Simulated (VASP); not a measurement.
AsPb under changes of volume

One of the cells (26.122 Å³/atom); the others are scaled copies at fixed shape and fractional positions:

```
As Pb
1.0
     3.73836    0.00000    0.00000
     0.00000    3.73836    0.00000
     0.00000    0.00000    3.73836
As Pb
1 1
Direct
  0.50000 0.50000 0.50000
  0.00000 0.00000 0.00000
```

The cell was built by a generator and needn't be a form met in nature.

- Program: VASP 6.6.1
- Functional: PBE
- Potentials or basis: VASP PAW PBE potentials, release 64 (As, Pb_d)
- Cutoff: 520 eV
- k mesh: 7 × 7 × 7
- Occupations: fermi-dirac, width 0.05 eV
- Spin: no spin polarisation

```tsv
volume (Å³/atom)	energy over the lowest point (meV/atom)	pressure (GPa)
24.074	20.36	4.1
24.586	9.28	2.7
25.098	2.53	1.5
26.122	0.00	-0.7
26.635	3.45	-1.6
27.147	?	?
```

Q: What does the run at 27.147 Å³/atom give?

A: Energy over the lowest point 9.69 meV/atom; pressure -2.4 GPa.

Worked out: A Birch-Murnaghan fit of order 3 (a polynomial in V^(-2/3)) to the other rows has its minimum at 25.79 Å³/atom with B0 = V·E''(V) = 51 GPa and B' = 5.0. It gives 9.55 meV/atom at 27.147 Å³/atom, against the run's 9.69, and -dE/dV = -2.3 GPa, against -2.4.

Energies are extrapolated to zero smearing.
